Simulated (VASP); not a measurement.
## BAs: energy against volume

BAs (zinc blende, F-43m, 13.631 Å³/atom and stress up to 0.01 GPa in the relaxed cell, cube axes along x, y and z) under an equal strain ε along all three axes. PBEsol in VASP (plane waves, PAW), 600 eV, 12×12×12 Γ-centred mesh, Gaussian smearing 0.05 eV; ions are relaxed, or left where forces stay under 0.02 eV/Å, within the symmetry of each cell.

Here V stands for volume and E for E less E0.

```
volume (Å³/atom)  E less E0 (meV/atom)  pressure (GPa)
----------------  --------------------  --------------
12.8298                          23.12            9.66
13.0272                          12.84            7.01
13.2266                           5.64            4.52
13.4280                           1.41            2.18
13.6314                           0.00            0.00
13.8369                           1.29           -2.04
14.0445                           5.15           -3.95
14.2541                          11.46           -5.74
14.4658                          20.11           -7.40
14.8954                              ?               ?
```

Fit E of the 9 rows that show it with the third-order Birch-Murnaghan form, a cubic in V^(-2/3). With u = V^(-2/3) - 0.175, the rows have u = 0.007468, 0.005620, 0.003800, 0.002008, 0.000243, -0.001497, -0.003211, -0.004899, -0.006563. Least squares gives E = 0.023 - 189.70·u + 438469·u² + 150937·u³. Residuals (row less fit): -0.003, 0.008, -0.002, -0.001, -0.003, 0.001, 0.002, 0.002, -0.001; standard error 0.004 (degrees of freedom: 5). Its minimum lies at u = 0.000216, so V0 = (0.175216)^(-3/2) = 13.63. There d²E/du² = 877100 and d³E/du³ = 905600, so B0 = (4/9) × 13.63^(-7/3) × 877100 × 0.160218 = 141 GPa (the last factor turns the table's units into GPa), and B0' = 4 + (2/3) × 0.175216 × (905600)/877100 = 4.1. B0' rests on the cubic coefficient alone and has a standard error of 0.1 from these residuals.

Q: Estimate the missing E (V = 14.8954); what did the run itself give?

A: u = -0.009817, so E = 0.023 - 189.70 × (-0.009817) + 438469 × (-0.009817)² + 150937 × (-0.009817)³ = 43.999 meV/atom. The calculation gives 43.99 meV/atom, 0.009 meV/atom below the prediction (0.0 % of the range of E in the table). The row lies outside the fitted rows, so this is an extrapolation. The scatter of the fitted rows lies at the last printed digit.

Other structures, which can take over under pressure, weren't tried. The same form fitted to the pressure column gives B0' = 4.1; series where the two differ by over 0.4 aren't shown. Rows are the converged runs of the series near zero and its far end, less any whose ions stayed unrelaxed beside relaxed ones; series whose fitted rows scatter by over a few per cent of the range, as at a crossing or softening among them, aren't shown in this form.
